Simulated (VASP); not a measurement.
Here is the system:

```
MgO
1.0
    0.00000     2.07280     2.07280
    2.07280     0.00000     2.07280
    2.07280     2.07280     0.00000
Mg O
1 1
Direct
  0.00000   0.00000   0.00000
  0.50000   0.50000   0.50000
```

Level of theory: LDA (Ceperley-Alder, Perdew-Zunger), VASP's LDA PAW potentials (set 64) (plane waves; VASP). Run with 520 eV cut-off, 14×14×14 Γ-centred mesh, Gaussian smearing of 0.010 eV, potentials Mg O.

Question: Give the direction-averaged independent-particle dielectric function (no local fields, no excitons; a broadening of 0.1 eV leaves a tail below the gap, and fine structure carries the noise of the k-mesh).

Answer: 
| ħω (eV) | ε₁ | ε₂ |
|---|---|---|
| 0.00 | 3.19 | 0.00 |
| 0.40 | 3.19 | 0.00 |
| 0.80 | 3.20 | 0.00 |
| 1.20 | 3.22 | 0.01 |
| 1.60 | 3.24 | 0.01 |
| 2.10 | 3.28 | 0.01 |
| 2.50 | 3.32 | 0.01 |
| 2.90 | 3.37 | 0.01 |
| 3.30 | 3.44 | 0.02 |
| 3.80 | 3.54 | 0.02 |
| 4.20 | 3.66 | 0.03 |
| 4.60 | 3.81 | 0.05 |
| 5.00 | 4.08 | 0.13 |
| 5.40 | 4.42 | 0.44 |
| 5.90 | 4.34 | 0.61 |
| 6.30 | 4.48 | 1.14 |
| 6.70 | 4.35 | 0.55 |
| 7.10 | 4.60 | 1.29 |
| 7.60 | 4.46 | 0.84 |
| 8.00 | 4.94 | 1.68 |
| 8.40 | 5.04 | 1.82 |
| 8.80 | 4.86 | 3.80 |
| 9.20 | 4.18 | 3.20 |
| 9.70 | 3.84 | 3.19 |
| 10.10 | 3.81 | 3.04 |
| 10.50 | 3.54 | 3.92 |
| 10.90 | 3.75 | 4.52 |
| 11.40 | 0.01 | 5.53 |
| 11.80 | 0.61 | 3.96 |
| 12.20 | 0.65 | 3.51 |
| 12.60 | 0.07 | 3.09 |
| 13.10 | 0.49 | 2.84 |
ε₂ peaks at 8.8 eV (height 3.8), 11.2 eV (height 7.1); ε₁(0) averages 3.19, so the electronic refractive index below the gap tends to √3.19 = 1.79.

The compound is MgO in the rock salt structure. It was relaxed first.
